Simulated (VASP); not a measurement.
Given:

```yaml
crystal:
  lattice:
    - [4.00961, 0.00000, 0.00000]
    - [-2.00480, 3.47242, 0.00000]
    - [0.00000, 0.00000, 6.58500]
  atoms:
    - { symbol: Al, position: [0.33333, 0.66667, 0.00065] }
    - { symbol: Al, position: [0.66667, 0.33333, 0.50065] }
    - { symbol: As, position: [0.33333, 0.66667, 0.37535] }
    - { symbol: As, position: [0.66667, 0.33333, 0.87535] }
```

Computed with PBEsol GGA, VASP's PBE PAW potentials (set 64) (plane waves; VASP). Run with 400 eV cut-off, 7×7×4 Γ-centred mesh, tetrahedra with Blöchl corrections, potentials Al As.

What does the run give for the energy per atom (σ→0)?

```json
{
 "energy per atom (σ→0)": "-5.027 eV/atom"
}
```

The structure comes from a computed database's AlAs entry (P6_3mc); how it stands against other phases isn't given here. It was relaxed first.
